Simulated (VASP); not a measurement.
RuBr2:

```xyz
3
Lattice="0.0000 3.2541 3.2541 3.2541 0.0000 3.2541 3.2541 3.2541 0.0000" Properties=species:S:1:pos:R:3 pbc="T T T"
Br    1.6270    1.6270    1.6270
Br    4.8811    4.8811    4.8811
Ru    0.0000    0.0000    0.0000
```

The cell was built by a generator and needn't be a form met in nature.

Base run:

```yaml
Program: VASP 6.6.1
Functional: r2SCAN
Potentials_or_basis: VASP PAW PBE potentials, release 64 (Br, Ru_pv)
Cutoff: 520 eV
k_mesh: 5 × 5 × 5
Occupations: gaussian, width 0.05 eV
Spin: no spin polarisation
Hubbard_terms: Ru d U = 4.0 eV
```

Its results: band gap on the k mesh none (metal or under the smearing width); pressure -2.3 GPa.

The run is repeated on the same cell with these changes: hubbard terms from Ru d U = 4.0 eV to none; further incar settings from ALGO = Normal; EDIFF = 1e-06; NBANDS = 21 to ALGO = Normal; EDIFF = 1e-07; NBANDS = 21. What comes out?

Band gap on the k mesh none (metal or under the smearing width); pressure -4.4 GPa.

Caveats: the PAW data sets were made with another functional, which shifts forces and pressure a little; U without spin polarisation on a metal has little footing (some runs).
